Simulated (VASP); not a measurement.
Output of a VASP run:

### OUTCAR
```
 ion  position               nearest neighbor table
   1  0.995  0.233  0.165-  25 1.61  52 1.62  51 1.63  30 1.64   2 3.09  15 3.10  14 3.10
   2  0.256  0.257  0.999-  35 1.61  28 1.61  32 1.61  25 1.62   1 3.09   6 3.10  13 3.10  12 3.12
 Subroutine IBZKPT returns following result:
 Found      1 irreducible k-points:

 Following reciprocal coordinates:
            Coordinates               Weight
  0.000000  0.000000  0.000000      1.000000
   k-points           NKPTS =      1   k-points in BZ     NKDIM =      1   number of bands    NBANDS=    232
   number of dos      NEDOS =    301   number of ions     NIONS =     73
   total plane-waves  NPLWV = 135000
   dimension x,y,z NGX =    50 NGY =   50 NGZ =   54
   dimension x,y,z NGXF=   100 NGYF=  100 NGZF=  108
   ions per type =              24  48   1
   PREC   = normal    normal or accurate (medium, high low for compatibility)
   ISTART =      0    job   : 0-new  1-cont  2-samecut
   ICHARG =      2    charge: 1-file 2-atom 10-const
   ISPIN  =      2    spin polarized calculation?
   LNONCOLLINEAR =      F non collinear calculations
   LSORBIT =      F    spin-orbit coupling
   INIWAV =      1    electr: 0-lowe 1-rand  2-diag
   ENCUT  =  400.0 eV  29.40 Ry    5.42 a.u.  16.33 16.33 17.92*2*pi/ulx,y,z
   NELM   =    100;   NELMIN=  4; NELMDL= -5     # of ELM steps
   EDIFF  = 0.1E-04   stopping-criterion for ELM
   LREAL  =      T    real-space projection
   NLSPLINE    = F    spline interpolate recip. space projectors
   LMAXMIX     =    2 max onsite mixed and CHGCAR
   VOSKOWN=      0    Vosko Wilk Nusair interpolation
   EDIFFG = -.3E-01   stopping-criterion for IOM
   NSW    =    120    number of steps for IOM
   NBLOCK =      1;   KBLOCK =    120    inner block; outer block
   IBRION =      2    ionic relax: 0-MD 1-quasi-New 2-CG
   NFREE  =      1    steps in history (QN), initial steepest desc. (CG)
   ISIF   =      2    stress and relaxation
   ISYM   =      0    0-nonsym 1-usesym 2-fastsym
   TEIN   =    0.0    initial temperature
   TEBEG  =    0.0;   TEEND  =   0.0 temperature during run
   SMASS  =  -3.00    Nose mass-parameter (am)
   PSTRESS=    0.0 pullay stress
   NELECT =     383.0000    total number of electrons
   EFERMI =   0.00;   METHOD = LEGACY
   ISMEAR =     0;   SIGMA  =   0.05  broadening in eV -4-tet -1-fermi 0-gaus
   IALGO  =     68    algorithm
   LDIAG  =      T    sub-space diagonalisation (order eigenvalues)
   IMIX   =      4    mixing-type and parameters
     AMIX     =   0.40;   BMIX     =  1.00
     AMIX_MAG =   1.60;   BMIX_MAG =  1.00
     AMIN     =   0.10
   GGA     = PE    functional components
   VOSKOWN =     0    Vosko Wilk Nusair interpolation
   LHFCALC =     F    Hartree Fock is set to
   LHFONE  =     F    Hartree Fock one center treatment
   AEXX    =    0.0000 exact exchange contribution
   IVDW    =     0    specifies the selected vdW correction
   LEPSILON=     F    determine dielectric tensor
   LRPA    =     F    only Hartree local field effects (RPA)
  energy-cutoff  :      400.00
  volume of cell :      953.59
      direct lattice vectors                 reciprocal lattice vectors
     5.005566415 -8.669895594  0.000000000     0.099888796 -0.057670821  0.000000000
     5.005566415  8.669895594  0.000000000     0.099888796  0.057670821  0.000000000
     0.000000000  0.000000000 10.986650669     0.000000000  0.000000000  0.091019550
 k-point     1 :   0.0000 0.0000 0.0000  plane waves:    8688
 maximum number of plane-waves:      8688
```

File OSZICAR:
```
...
RMM:   4    -0.577231335518E+03    0.12326E-04   -0.18707E-04   929   0.303E-02    0.196E-02
RMM:   5    -0.577231337719E+03   -0.22007E-05   -0.43494E-05   670   0.135E-02
  85 F= -.57723134E+03 E0= -.57721293E+03  d E =-.511145E-03  mag=     1.0000
       N       E                     dE             d eps       ncg     rms          rms(c)
DAV:   1    -0.577231329864E+03    0.56544E-05   -0.91523E-03  1088   0.236E-01    0.202E-02
RMM:   2    -0.577231346216E+03   -0.16352E-04   -0.17979E-04   928   0.317E-02    0.943E-03
RMM:   3    -0.577231347297E+03   -0.10813E-05   -0.17065E-05   563   0.990E-03    0.715E-03
RMM:   4    -0.577231347270E+03    0.26615E-07   -0.37004E-06   535   0.416E-03
  86 F= -.57723135E+03 E0= -.57721294E+03  d E =-.520697E-03  mag=     1.0000
       N       E                     dE             d eps       ncg     rms          rms(c)
DAV:   1    -0.577231291212E+03    0.56085E-04   -0.25291E-01   944   0.124E+00    0.102E-01
RMM:   2    -0.577231725059E+03   -0.43385E-03   -0.48404E-03   928   0.164E-01    0.418E-02
RMM:   3    -0.577231738326E+03   -0.13267E-04   -0.40248E-04   928   0.496E-02    0.265E-02
RMM:   4    -0.577231731938E+03    0.63883E-05   -0.10415E-04   900   0.226E-02    0.110E-02
RMM:   5    -0.577231733969E+03   -0.20308E-05   -0.19245E-05   575   0.899E-03
  87 F= -.57723173E+03 E0= -.57721330E+03  d E =-.386698E-03  mag=     1.0000
       N       E                     dE             d eps       ncg     rms          rms(c)
DAV:   1    -0.577231712173E+03    0.19765E-04   -0.31763E-02   992   0.441E-01    0.365E-02
RMM:   2    -0.577231768082E+03   -0.55910E-04   -0.62041E-04   928   0.589E-02    0.155E-02
RMM:   3    -0.577231770517E+03   -0.24346E-05   -0.54024E-05   755   0.180E-02    0.102E-02
RMM:   4    -0.577231770113E+03    0.40370E-06   -0.13857E-05   547   0.821E-03
  88 F= -.57723177E+03 E0= -.57721334E+03  d E =-.422843E-03  mag=     1.0000
       N       E                     dE             d eps       ncg     rms          rms(c)
DAV:   1    -0.577231702272E+03    0.68245E-04   -0.23320E-01   944   0.120E+00    0.106E-01
RMM:   2    -0.577232097921E+03   -0.39565E-03   -0.44649E-03   928   0.158E-01    0.430E-02
RMM:   3    -0.577232107575E+03   -0.96541E-05   -0.37868E-04   928   0.482E-02    0.266E-02
RMM:   4    -0.577232103494E+03    0.40806E-05   -0.86660E-05   890   0.202E-02
  89 F= -.57723210E+03 E0= -.57721367E+03  d E =-.333381E-03  mag=     1.0000
       N       E                     dE             d eps       ncg     rms          rms(c)
DAV:   1    -0.577232090848E+03    0.16727E-04   -0.23984E-02  1040   0.383E-01    0.361E-02
RMM:   2    -0.577232127278E+03   -0.36430E-04   -0.44491E-04   928   0.499E-02    0.174E-02
RMM:   3    -0.577232128321E+03   -0.10426E-05   -0.40266E-05   678   0.155E-02    0.118E-02
RMM:   4    -0.577232127904E+03    0.41642E-06   -0.11251E-05   545   0.707E-03
  90 F= -.57723213E+03 E0= -.57721369E+03  d E =-.357791E-03  mag=     1.0000
       N       E                     dE             d eps       ncg     rms          rms(c)
DAV:   1    -0.577232064507E+03    0.63814E-04   -0.19949E-01   944   0.111E+00    0.900E-02
RMM:   2    -0.577232404485E+03   -0.33998E-03   -0.37633E-03   928   0.145E-01    0.371E-02
RMM:   3    -0.577232414685E+03   -0.10200E-04   -0.30944E-04   928   0.437E-02    0.236E-02
RMM:   4    -0.577232410848E+03    0.38371E-05   -0.81308E-05   869   0.200E-02
  91 F= -.57723241E+03 E0= -.57721397E+03  d E =-.282943E-03  mag=     1.0000
```

**OUTCAR**
```
------------------------ aborting loop because EDIFF is reached ----------------------------------------
  FORCE on cell =-STRESS in cart. coord.  units (eV):
  Direction    XX          YY          ZZ          XY          YZ          ZX
  --------------------------------------------------------------------------------------
  Total      -39.7250772    -38.0976841    -39.2254690      0.6764160      0.1360787      0.5689160
  in kB      -66.7441068    -64.0098415    -65.9046898      1.1364807      0.2286326      0.9558644
  external PRESSURE =     -65.5528794 kB  Pullay stress =       0.0000000 kB
  volume of cell :      953.59
      direct lattice vectors                 reciprocal lattice vectors
     5.005566415 -8.669895594  0.000000000     0.099888796 -0.057670821  0.000000000
     5.005566415  8.669895594  0.000000000     0.099888796  0.057670821  0.000000000
     0.000000000  0.000000000 10.986650669     0.000000000  0.000000000  0.091019550
 POSITION                                       TOTAL-FORCE (eV/Angst)
 -----------------------------------------------------------------------------------
      1.19757      1.99368      1.89140        -0.001586      0.008799      0.008522
      2.60174      0.01164     10.93422        -0.010622      0.005989     -0.000044
      6.20542      6.58787      3.62831        -0.005887     -0.007353      0.006761
      1.29379      2.15214      7.27382         0.003989     -0.012396     -0.007431
      2.70471     -0.10549      5.50608        -0.003951      0.002905     -0.000217
      6.11896      6.69979      9.11183        -0.005343      0.007296     -0.007942
      8.69316     -2.18884      1.87567         0.007436     -0.005681      0.004927
      5.09058      4.44618      0.05431        -0.003891     -0.000717      0.013079
      3.77412      2.24180      3.58680         0.002439     -0.000344      0.006174
      8.64256     -2.28941      7.27411         0.002551      0.005695     -0.003750
      5.14133      4.31311      5.51966        -0.004304      0.006585     -0.016082
      3.72772      2.33893      9.21356        -0.006118     -0.001048     -0.008443
      3.65478     -2.29495      1.75478         0.001763     -0.001454      0.008707
      5.25281     -4.35445      0.06875        -0.001423     -0.008881     -0.001401
      8.68117      2.25715      3.65924         0.011411      0.005996     -0.008496
      3.68010     -2.34280      7.40973         0.002784      0.005466     -0.009829
      5.10047     -4.30467      5.50202        -0.000211      0.003329     -0.011970
      3.84120     -6.39844      9.11849         0.002697     -0.003245      0.004997
      6.25788      2.15576      1.74844         0.002128      0.004546     -0.006365
      7.67494      0.02117     10.92529         0.005989      0.013515     -0.003680
      6.08657     -1.96177      3.67044        -0.018154     -0.008086      0.009139
      6.28854      2.14088      7.39588         0.003733     -0.015569     -0.004279
      7.52566      0.01683      5.50836        -0.017654      0.002321      0.004240
      6.21592     -2.09263      9.20486         0.001754      0.007197     -0.014084
      1.66811      0.64578      1.12285        -0.002058      0.006464     -0.005878
      3.91416      0.83866      4.65314        -0.000569      0.004858     -0.000290
      2.22468     -2.58570      2.47223        -0.008028      0.000658     -0.001834
      3.51264     -1.17420      0.58626         0.005203     -0.005323      0.004587
      1.78432     -0.74386      4.36142         0.001879      0.001973      0.001371
      2.23949      2.29491      3.13261         0.000281     -0.005261     -0.002712
      1.87589      0.86314      6.46108        -0.002190     -0.000504      0.001830
      3.58246      1.15125     10.31531         0.002379     -0.000648     -0.004035
      2.19843     -2.54199      8.03632         0.004158      0.008026     -0.002118
      3.64751     -1.14326      6.28430         0.003434     -0.005304      0.000481
      1.65017     -0.56964      9.74608        -0.000039     -0.000273      0.003471
      2.31976      2.58468      8.44742        -0.003126     -0.004177     -0.006797
      4.16232      5.04601      1.25982         0.004769     -0.000432     -0.011131
      6.02894      5.41944      4.73939         0.008013      0.006668     -0.008906
      4.78674      1.85174      2.40582        -0.003372     -0.000587      0.007417
      6.13555      3.35879      0.66850        -0.010440      0.010397      0.003328
      4.17705      3.51836      4.45901         0.001179      0.002157     -0.003057
      4.78276      6.99061      2.96569         0.001561      0.001776      0.005141
      4.18425      4.98980      6.63878         0.001351      0.006348      0.002500
      5.94001      5.62069     10.31455        -0.003296     -0.010575      0.002115
      4.86375      1.91114      8.13442        -0.002282     -0.002733      0.004498
      6.14752      3.24578      6.21107         0.003006     -0.005915      0.001296
      4.12495      3.73239      9.94483        -0.000308      0.005523      0.005171
      4.71700      6.98248      8.33662         0.007282      0.000096     -0.004506
      4.21071     -3.68267      1.12550        -0.002585      0.002924      0.001627
      5.95658     -3.12499      4.78679        -0.007688     -0.005782      0.002872
      4.73254     -6.91104      2.52741         0.001163     -0.001072      0.004183
      6.20133     -5.41166      0.86676         0.004432     -0.005276      0.012650
      4.19679     -5.06285      4.38765         0.006077      0.008423      0.013744
      4.68554     -1.71985      2.88751         0.003350     -0.006885     -0.001628
      4.12412     -3.70806      6.65951         0.003446     -0.009190      0.004958
      6.20026     -3.20431     10.39745         0.002290     -0.009072      0.005697
...
```
(Selected blocks of OUTCAR.)

### POSCAR
```
HO48Si24
1
    5.0055664148    -8.6698955938     0.0000000000
    5.0055664148     8.6698955938     0.0000000000
    0.0000000000     0.0000000000    10.9866506686
Si O H
24 48 1
Direct
  0.9952283091   0.2327302890   0.1649610537
  0.2556930251   0.2565954750   0.9988931587
  0.2443014278   0.0072340001   0.3367915834
  0.0009950202   0.2487123493   0.6629014944
  0.2747148225   0.2758680224   0.4993772627
  0.2435663960   0.9987401323   0.8353314556
  0.9995224369   0.7481032316   0.1705644574
  0.2609486038   0.7605545469   0.0094779694
  0.2323347015   0.5041909173   0.3353426889
  0.0049480146   0.7384585903   0.6648942111
  0.2535561110   0.7556479874   0.4938876834
  0.2426537095   0.5029790224   0.8339032206
  0.4987262135   0.2414634574   0.1640988351
  0.7585214996   0.2578567990   0.9989275826
  0.7486962248   0.0015374657   0.3435848718
  0.5021595930   0.2429453563   0.6696553185
  0.7558881580   0.2638236679   0.4982011127
  0.7393294186   0.0008546271   0.8253214857
  0.5093048327   0.7450056225   0.1791192284
  0.7591413214   0.7599288892   0.9982954933
  0.7273033058   0.5053003503   0.3358531057
  0.4944971948   0.7361153516   0.6557414016
  0.7627935820   0.7658283353   0.4971535770
  0.7435506996   0.5008739248   0.8346345731
  0.1187843410   0.2002117224   0.0980133108
  0.3365189041   0.4553794533   0.4347583479
  0.3800945766   0.0825986854   0.2344572309
  0.4147511932   0.2957182783   0.0657268292
  0.2214975858   0.1437526115   0.3967884637
  0.0826780662   0.3611026725   0.2729923368
  0.1303267081   0.2322594931   0.5859316258
  0.2926484684   0.4154502066   0.9327291046
  0.3769133500   0.0832055481   0.7331286305
  0.4277659472   0.3067027734   0.5687691281
  0.2059134647   0.1200827601   0.9012899235
  0.0813807949   0.3800739379   0.7673293381
  0.1171171440   0.7043912480   0.1040082060
  0.2938724620   0.9191507619   0.4358009442
  0.3959533365   0.5894269961   0.2584384060
  0.4097093821   0.7911611122   0.0901797438
  0.1732361046   0.6143767515   0.3923541060
  0.0851410743   0.8893113314   0.2670245320
  0.1388135960   0.7112497028   0.6079789203
  0.3006545031   0.9172983229   0.9357342910
  0.3768364616   0.5870496463   0.7347980735
  0.4109668195   0.7629974879   0.5383672856
  0.2103015049   0.6246514735   0.9084555973
  0.0843177066   0.8765238039   0.7657848349
  0.6228547961   0.2051897779   0.0998425765
  0.7804918807   0.4208527959   0.4349800394
  0.8629445237   0.0734344910   0.2265092110
  0.9164426462   0.2955744579   0.0694203849
  0.7051996554   0.1249238631   0.3991968425
  0.5747183480   0.3801953797   0.2638737807
  0.6211959182   0.2037490902   0.6004083932
  0.7949600357   0.4161378576   0.9332136539
  0.8840896177   0.0876892872   0.7304192876
  0.9155178878   0.3021458308   0.5654845100
  0.7027268263   0.1190181733   0.8995560499
  0.5854330896   0.3792026131   0.7679184585
  0.6238498071   0.7090812798   0.0996692134
  0.8242531936   0.9375403789   0.4431206432
  0.8729561274   0.6018252101   0.2475259681
  0.9193284720   0.7988612499   0.0656590701
  0.6701528093   0.6193800176   0.3964035987
  0.5930882738   0.8565517330   0.2937487565
  0.6217310753   0.7008120944   0.5942673562
  0.7899228373   0.9143543108   0.9254621448
  0.8817375044   0.5821911338   0.7351582732
  0.9156481115   0.7773398710   0.5584518866
  0.7062595900   0.6213277442   0.9017081220
  0.5848032714   0.8823137694   0.7480034342
  0.4571085844   0.5391213974   0.3809573091
```

Reconstruct the remaining input files.

Several could match; the one computed here: the input of the run itself, PBE GGA, plane waves, VASP's PBE PAW potentials (set 64).

INCAR:
```
SYSTEM = HO48Si24
PREC = Normal; ENCUT = 400; LREAL = Auto
LASPH = .TRUE.; ISYM = 0; NELECT = 383.0
EDIFF = 1E-5; NELM = 100; NELMIN = 4
ALGO = Fast
ISMEAR = 0; SIGMA = 0.05
GGA = PE
ISPIN = 2; MAGMOM = 73*0.0137; NUPDOWN = 1
IBRION = 2; NSW = 120; ISIF = 2
EDIFFG = -0.03
LWAVE = .FALSE.; LCHARG = .FALSE.; LORBIT = 10
```

KPOINTS:
```
Automatic mesh
0
Gamma
1 1 1
0 0 0
```

POTCAR, in this order: Si O H (PBE.64 set). Program: vasp_gam.

At this cut-off the stress carries a Pulay error, which pulls relaxed volumes low. The cell is charged, with a uniform compensating background. The supercell is sampled at Γ alone, which is coarse: total energies, pressure and levels can be off, energies of defects by several tenths of an eV.

The cell is a supercell with a defect, built from SiO2 (quartz): H_i, charge +2.
